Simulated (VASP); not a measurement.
Here is the system:

```
Y
1.0
    1.82500    -3.16099     0.00000
    1.82500     3.16099     0.00000
    0.00000     0.00000     5.73000
Y
2
Cartesian
  1.82500   1.05367   1.43250
  1.82500  -1.05367   4.29750
```

These are LDA (Ceperley-Alder, Perdew-Zunger), VASP's LDA PAW potentials (set 64) (plane waves; VASP) values and carry that method's errors. Numerical set-up: 520 eV cut-off, 10×10×6 Γ-centred mesh, first-order Methfessel-Paxton smearing of 0.10 eV, potentials Y_sv.

Energy and stress use the plane-wave basis of the starting cell.

Problem. The ions, cell shape and volume are relaxed. Give the cell that the relaxation ends in.

Solution. 
```
Y
1.0
    1.77594    -3.07601     0.00000
    1.77594     3.07601     0.00000
    0.00000     0.00000     5.47371
Y
2
Cartesian
  1.77594   1.02534   1.36843
  1.77594  -1.02534   4.10528
```
Space group P6_3/mmc (194), at a tolerance of 0.03 Å.

Problem. How do energy and volume change from the first to the last step?

Solution. The energy (σ→0) changes by -43.3 meV/atom and the volume by -9.5 %, in 8 ionic steps.

The compound is Y in the hcp structure. This run relaxes it. Symmetry was kept, so distortions that lower it aren't found.
